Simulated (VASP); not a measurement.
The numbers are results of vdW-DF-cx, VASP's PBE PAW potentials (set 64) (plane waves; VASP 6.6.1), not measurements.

The input files of a VASP run:

**KPOINTS**
```
Automatic mesh
0
Gamma
17 17 9
0 0 0
```

**POSCAR**
```
Tc
1.0
  1.3627052149  -2.3602750552   0.0000000000
  1.3627052149   2.3602750552   0.0000000000
  0.0000000000   0.0000000000   4.3653726968
Tc
2
Cartesian
  1.3627052149   0.7867599253   1.0913431742
  1.3627052149  -0.7867599253   3.2740295226
```

### INCAR
```
AGGAC=0.0
ALGO=Normal
EDIFF=1E-7
ENCUT=520
GGA=CX
ISIF=2
ISMEAR=-5
LASPH=.True.
LCHARG=.True.
LMAXMIX=4
LORBIT=11
LREAL=.False.
LUSE_VDW=.True.
LWAVE=.False.
NEDOS=601
NELM=100
PREC=Accurate
SYSTEM=Tc
```

POTCAR, in this order: Tc_pv (PBE.64 set). Program: vasp_std.

Task: What does the run give for the energy per atom (σ→0), band gap (on the k-mesh)?

Result: 
* **energy per atom (σ→0)**: -7.939 eV/atom
* **band gap (on the k-mesh)**: none (metal, semimetal or under 0.01 eV)

**OSZICAR**
```
...
DAV:   8    -0.158773157107E+02    0.10627E-01   -0.12018E-02  5812   0.121E+00    0.208E-01
DAV:   9    -0.158774413587E+02   -0.12565E-03   -0.35975E-04  6615   0.163E-01    0.213E-02
DAV:  10    -0.158774359805E+02    0.53781E-05   -0.16642E-05  5946   0.358E-02    0.117E-02
DAV:  11    -0.158774389507E+02   -0.29702E-05   -0.92759E-07  5893   0.958E-03    0.819E-04
DAV:  12    -0.158774377843E+02    0.11664E-05   -0.42835E-08  2994   0.162E-03    0.244E-04
DAV:  13    -0.158774374710E+02    0.31333E-06   -0.89212E-09  2844   0.688E-04    0.887E-05
DAV:  14    -0.158774374699E+02    0.10518E-08   -0.13814E-09  2844   0.275E-04
   1 F= -.15877437E+02 E0= -.15877437E+02  d E =0.000000E+00
```

The compound is Tc in the hcp structure. It was relaxed first.
